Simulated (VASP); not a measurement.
A VASP calculation is set up with these files.

### INCAR
```
SYSTEM = PbTe
PREC = Accurate
ENCUT = 520
EDIFF = 1E-6
NELM = 100
ALGO = Normal
LREAL = .FALSE.
LASPH = .TRUE.
ISMEAR = 0
SIGMA = 0.05
GGA = ML
ZAB_VDW = -1.8867
LUSE_VDW = .TRUE.
AGGAC = 0.0
LMAXMIX = 4
LWAVE = .FALSE.
LCHARG = .FALSE.
IBRION = 2
ISIF = 3
NSW = 60
EDIFFG = -0.01
```

### POSCAR
```
PbTe
1
    0.0000000000     3.3954635749     3.3954635749
    3.3954635749     0.0000000000     3.3954635749
    3.3954635749     3.3954635749     0.0000000000
Te Pb
1 1
Direct
  0.5000000000   0.5000000000   0.5000000000
  1.0000000000   0.0000000000   0.0000000000
```

KPOINTS:
```
K-points
0
Gamma
6 6 6
0 0 0
```

POTCAR, in this order: Te Pb_d (PBE.64 set). Program: vasp_std.

Q: Translate this vdW-DF2 calculation to Quantum ESPRESSO's pw.x.

A: One equivalent input (not run):
```
&CONTROL
  calculation = 'vc-relax'
  pseudo_dir = './pseudo'
  outdir = './out'
  tprnfor = .true.
  tstress = .true.
  nstep = 60
  forc_conv_thr = 0.00039
/
&SYSTEM
  ibrav = 0
  nat = 2
  ntyp = 2
  ecutwfc = 82.3
  occupations = 'smearing'
  smearing = 'gaussian'
  degauss = 0.003675
  input_dft = 'vdw-df2'
/
&ELECTRONS
  conv_thr = 7.3e-08
  electron_maxstep = 100
/
&IONS
/
&CELL
/
ATOMIC_SPECIES
  Te 127.600 Te.upf
  Pb 207.200 Pb.upf
CELL_PARAMETERS angstrom
     0.0000000    3.3954636    3.3954636
     3.3954636    0.0000000    3.3954636
     3.3954636    3.3954636    0.0000000
ATOMIC_POSITIONS crystal
  Te   0.5000000  0.5000000  0.5000000
  Pb   1.0000000  0.0000000  0.0000000
K_POINTS automatic
  6 6 6 0 0 0
```
Limits of the translation: the potentials are each code's own (VASP's PAW set, PseudoDojo norm-conserving files in pw.x), so ENCUT and ecutwfc are chosen apart and not converted; conv_thr bounds pw.x's estimated SCF error, while EDIFF bounds the energy change between steps; forc_conv_thr acts on force components and is met together with etot_conv_thr.

The compound is PbTe in the rock salt structure. It was relaxed first, which changed the volume by +16 %. The start is the result of an earlier pass.
